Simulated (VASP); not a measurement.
Output of a VASP run:

File OUTCAR:
```
 ion  position               nearest neighbor table
   1  0.000  0.000  0.000-   2 2.72   3 2.72   3 2.72   2 2.72   3 2.72   2 2.72
   2  0.333  0.667  0.252-   1 2.72   1 2.72   1 2.72
   3  0.667  0.333  0.748-   1 2.72   1 2.72   1 2.72
  LATTYP: Found a hexagonal cell.
 ALAT       =     3.8336592945
 C/A-ratio  =     1.6297491663
 Subroutine PRICEL returns:
 Original cell was already a primitive cell.
 Subroutine GETGRP returns: Found 12 space group operations
The static configuration has the point symmetry D_3d.
The dynamic configuration has the point symmetry D_3d.
 Subroutine INISYM returns: Found 12 space group operations
 Subroutine IBZKPT returns following result:
 Found    112 irreducible k-points:

 Following reciprocal coordinates:
            Coordinates               Weight
  0.000000  0.000000  0.000000      1.000000
  0.083333  0.000000  0.000000      6.000000
  0.166667  0.000000  0.000000      6.000000
  0.250000  0.000000  0.000000      6.000000
  0.333333 -0.000000  0.000000      6.000000
  0.416667  0.000000  0.000000      6.000000
  0.500000  0.000000  0.000000      3.000000
  0.083333  0.083333  0.000000      6.000000
  0.166667  0.083333  0.000000     12.000000
  0.250000  0.083333  0.000000     12.000000
  0.333333  0.083333  0.000000     12.000000
  0.416667  0.083333  0.000000     12.000000
  0.166667  0.166667  0.000000      6.000000
  0.250000  0.166667  0.000000     12.000000
  0.333333  0.166667  0.000000     12.000000
  0.416667  0.166667  0.000000      6.000000
  0.250000  0.250000  0.000000      6.000000
  0.333333  0.250000  0.000000     12.000000
  0.333333  0.333333  0.000000      2.000000
  0.000000  0.000000  0.142857      2.000000
  0.083333  0.000000  0.142857      6.000000
  0.000000  0.083333  0.142857      6.000000
  0.166667  0.000000  0.142857      6.000000
  0.000000  0.166667  0.142857      6.000000
  0.250000  0.000000  0.142857      6.000000
  0.000000  0.250000  0.142857      6.000000
  0.333333 -0.000000  0.142857      6.000000
  0.000000  0.333333  0.142857      6.000000
  0.416667  0.000000  0.142857      6.000000
  0.000000  0.416667  0.142857      6.000000
  0.500000  0.000000  0.142857      6.000000
  0.083333  0.083333  0.142857     12.000000
  0.166667  0.083333  0.142857     12.000000
 -0.083333  0.250000  0.142857     12.000000
  0.250000  0.083333  0.142857     12.000000
 -0.083333  0.333333  0.142857     12.000000
  0.333333  0.083333  0.142857     12.000000
 -0.083333  0.416667  0.142857     12.000000
  0.416667  0.083333  0.142857     12.000000
 -0.083333  0.500000  0.142857     12.000000
 Subroutine IBZKPT_HF returns following result:
   k-points           NKPTS =    112   k-points in BZ     NKDIM =    112   number of bands    NBANDS=     51
   number of dos      NEDOS =   1001   number of ions     NIONS =      3
   total plane-waves  NPLWV =  32928
   dimension x,y,z NGX =    28 NGY =   28 NGZ =   42
   dimension x,y,z NGXF=    56 NGYF=   56 NGZF=   84
   ions per type =               1   2
   PREC   = accura    normal or accurate (medium, high low for compatibility)
   ISTART =      0    job   : 0-new  1-cont  2-samecut
   ICHARG =      2    charge: 1-file 2-atom 10-const
   ISPIN  =      1    spin polarized calculation?
   LNONCOLLINEAR =      F non collinear calculations
   LSORBIT =      F    spin-orbit coupling
   INIWAV =      1    electr: 0-lowe 1-rand  2-diag
   ENCUT  =  400.0 eV  29.40 Ry    5.42 a.u.   6.25  6.25 10.19*2*pi/ulx,y,z
   NELM   =    100;   NELMIN=  2; NELMDL= -5     # of ELM steps
   EDIFF  = 0.1E-06   stopping-criterion for ELM
   LREAL  =      F    real-space projection
   NLSPLINE    = F    spline interpolate recip. space projectors
   LMAXMIX     =    4 max onsite mixed and CHGCAR
   VOSKOWN=      0    Vosko Wilk Nusair interpolation
   EDIFFG = 0.1E-05   stopping-criterion for IOM
...
```

**OSZICAR**
```
       N       E                     dE             d eps       ncg     rms          rms(c)
DAV:   1     0.173138004700E+03    0.17314E+03   -0.76827E+03 14094   0.492E+02
DAV:   2    -0.267566458396E+02   -0.19989E+03   -0.17894E+03 12827   0.226E+02
DAV:   3    -0.573729844500E+02   -0.30616E+02   -0.30061E+02 13293   0.560E+01
DAV:   4    -0.584148958303E+02   -0.10419E+01   -0.10408E+01 13546   0.109E+01
DAV:   5    -0.584294037790E+02   -0.14508E-01   -0.14506E-01 15336   0.131E+00    0.579E+00
DAV:   6    -0.558459184274E+02    0.25835E+01   -0.82920E-01 14359   0.685E+00    0.378E+00
DAV:   7    -0.530773432050E+02    0.27686E+01   -0.41012E-01 13042   0.219E+00    0.150E+00
DAV:   8    -0.538736385241E+02   -0.79630E+00   -0.34033E-01 12248   0.207E+00    0.516E-01
DAV:   9    -0.537663882332E+02    0.10725E+00   -0.11090E-01 11815   0.124E+00    0.364E-01
DAV:  10    -0.539444810226E+02   -0.17809E+00   -0.40464E-02 11724   0.657E-01    0.255E-01
DAV:  11    -0.539733473740E+02   -0.28866E-01   -0.31274E-02 12322   0.575E-01    0.168E-01
DAV:  12    -0.539720601018E+02    0.12873E-02   -0.21624E-03 13286   0.146E-01    0.130E-01
DAV:  13    -0.539728172397E+02   -0.75714E-03   -0.11894E-04 12950   0.409E-02    0.104E-01
DAV:  14    -0.539744023023E+02   -0.15851E-02   -0.11598E-03 11919   0.127E-01    0.182E-02
DAV:  15    -0.539747697915E+02   -0.36749E-03   -0.23296E-04 12050   0.621E-02    0.206E-02
DAV:  16    -0.539747039199E+02    0.65872E-04   -0.51904E-05 13026   0.262E-02    0.221E-02
DAV:  17    -0.539747214832E+02   -0.17563E-04   -0.19506E-06 13152   0.407E-03    0.163E-02
DAV:  18    -0.539747379952E+02   -0.16512E-04   -0.19991E-06 12315   0.535E-03    0.105E-02
DAV:  19    -0.539747689906E+02   -0.30995E-04   -0.11346E-05 11946   0.128E-02    0.368E-03
DAV:  20    -0.539747677087E+02    0.12819E-05   -0.50232E-07 13015   0.183E-03    0.370E-03
DAV:  21    -0.539747679340E+02   -0.22534E-06   -0.95302E-09  9153   0.395E-04    0.240E-03
DAV:  22    -0.539747675323E+02    0.40167E-06   -0.10718E-08  6999   0.351E-04    0.350E-04
DAV:  23    -0.539747678547E+02   -0.32235E-06   -0.49750E-09  6573   0.290E-04    0.134E-04
DAV:  24    -0.539747676081E+02    0.24659E-06   -0.23212E-09  6504   0.177E-04    0.968E-05
DAV:  25    -0.539747676891E+02   -0.81036E-07   -0.27655E-09  6432   0.206E-04
   1 F= -.53974768E+02 E0= -.53974768E+02  d E =-.523797E-24
 imaginary and real dielectric function
```

**OUTCAR**
```
------------------------ aborting loop because EDIFF is reached ----------------------------------------
  FORCE on cell =-STRESS in cart. coord.  units (eV):
  Direction    XX          YY          ZZ          XY          YZ          ZX
  --------------------------------------------------------------------------------------
  Total       -0.0880299     -0.0880299     -0.0137377     -0.0000000     -0.0000000      0.0000000
  in kB       -1.7735716     -1.7735718     -0.2767786     -0.0000000     -0.0000000      0.0000000
  external PRESSURE =      -1.2746407 kB  Pullay stress =       0.0000000 kB
  volume of cell :       79.52
      direct lattice vectors                 reciprocal lattice vectors
     3.833659294  0.000000000  0.000000000     0.260847384  0.150600299  0.000000000
    -1.916829647  3.320046528  0.000000000     0.000000000  0.301200598  0.000000000
     0.000000000  0.000000000  6.247903039     0.000000000  0.000000000  0.160053700
 POSITION                                       TOTAL-FORCE (eV/Angst)
 -----------------------------------------------------------------------------------
      0.00000      0.00000      0.00000         0.000000      0.000000      0.000000
     -0.00000      2.21337      1.57524         0.000000      0.000000      0.016957
      1.91683      1.10668      4.67266        -0.000000     -0.000000     -0.016957
 -----------------------------------------------------------------------------------
    total drift:                                0.000000      0.000000      0.000000
  FREE ENERGIE OF THE ION-ELECTRON SYSTEM (eV)
  ---------------------------------------------------
  free  energy   TOTEN  =       -53.9747676891 eV

  energy  without entropy=      -53.9747676891  energy(sigma->0) =      -53.97476769

 plasma frequency squared (from intraband transitions) (eV^2)
  --------------------------------------------------------------------------------------
       0.000       0.000       0.000
       0.000       0.000       0.000
       0.000       0.000       0.000

 plasma frequency squared (from interband transitions, int dw w eps(2)(w)) (eV^2)
  --------------------------------------------------------------------------------------
     346.671       0.000       0.000      -0.000      -0.000       0.000
       0.000       0.000     346.671       0.000       0.000      -0.000
      -0.000      -0.000       0.000       0.000     346.519       0.000
```
(Selected blocks of OUTCAR.)

POSCAR:
```
SnSe2
1
    3.8336592945     0.0000000000     0.0000000000
   -1.9168296472     3.3200465279     0.0000000000
    0.0000000000     0.0000000000     6.2479030391
Sn Se
1 2
Direct
  0.0000000000   0.0000000000   0.0000000000
  0.3333330000   0.6666670000   0.2521233024
  0.6666670000   0.3333330000   0.7478766976
```

Problem. Reconstruct the remaining input files.

Solution. One answer among several that fit: the input of the run itself, r2SCAN+rVV10, plane waves, VASP's PBE PAW potentials (set 64).

**INCAR**
```
# general
SYSTEM    =  SnSe2
PREC      =  Accurate
ENCUT     =  400
LREAL     =  .FALSE.
LASPH     =  .TRUE.
NBANDS    =  51

# electronic loop
EDIFF     =  1E-7
NELM      =  100
ALGO      =  Normal
LMAXMIX   =  4
LMIXTAU   =  .TRUE.

# smearing
ISMEAR    =  0
SIGMA     =  0.01

# functional
METAGGA   =  R2SCAN
LUSE_VDW  =  .TRUE.
BPARAM    =  11.95
CPARAM    =  0.0093

# output
LWAVE     =  .FALSE.
LCHARG    =  .FALSE.
NEDOS     =  1001

# other
LOPTICS   =  .TRUE.
LPEAD     =  .TRUE.
CSHIFT    =  0.1
```

**KPOINTS**
```
Automatic mesh
0
G
12 12 7
0 0 0
```

POTCAR, in this order: Sn_d Se (PBE.64 set). Program: vasp_std.

The dielectric response may not be converged in the k-mesh; for small gaps it tends to come out too large.

The structure comes from a measured SnSe2 entry (P-3m1) of the Crystallography Open Database, whose conditions weren't checked. It was relaxed first.
